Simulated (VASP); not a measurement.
Wanted: the native input for a VASP 6.6.1 run.

```
Task                   : relaxation of cell and atoms
Functional             : PBE
Potentials or basis    : VASP PAW PBE potentials, release 64 (Cu)
Cutoff                 : 520 eV
k mesh                 : 12 × 12 × 12
Occupations            : gaussian, width 0.1 eV
Spin                   : no spin polarisation
Further INCAR settings : ALGO = Fast; EDIFF = 1e-07; IBRION = 2; EDIFFG = -0.002; NSW = 80; ISIF = 3
```

The structure of Cu lies in POSCAR:

```
Cu                                      
1.0
    0.0000000000      1.8166967752      1.8166967752
    1.8166967752     -0.0000000000      1.8166967752
    1.8166967752      1.8166967752      0.0000000000
  Cu            
     1
Direct
     0.0000000000000000    0.0000000000000000    0.0000000000000000
```

One way to write it, as run:

INCAR

```
SYSTEM = Cu
PREC = Accurate ; ENCUT = 520
EDIFF = 1E-7 ; ISMEAR = 0
SIGMA = 0.1 ; LREAL = .FALSE.
LASPH = .TRUE. ; NELM = 60
ALGO = Fast ; ISIF = 3
LWAVE = .FALSE. ; LCHARG = .FALSE.
GGA = PE ; IBRION = 2
NSW = 80 ; EDIFFG = -0.002
```

KPOINTS

```
regular mesh
0
G
  12 12 12
  0 0 0
```

Potentials or basis: VASP PAW PBE potentials, release 64 (Cu).

Run with:

```console
$ cat potpaw_PBE.64/Cu/POTCAR > POTCAR
$ mpirun -np 1 vasp_std > vasp.out
```

It gave:

The relaxed volume is 12.00 Å³/atom and the relaxed cell is a = 2.570 Å, b = 2.570 Å, c = 2.570 Å, α = 60.00°, β = 60.00°, γ = 60.00°. The space group after relaxing (to 0.05 Å) is Fm-3m (No. 225). The energy gained by relaxing is 0.0 meV/atom and the ionic steps are 21. The pressure after relaxing is 0.0 GPa. The band gap on the k mesh is none (metal or under the smearing width).

It took 26 s on 1 thread of Intel(R) Xeon(R) 6975P-C (Granite Rapids), with other jobs on the host, peak memory 0.13 GiB.
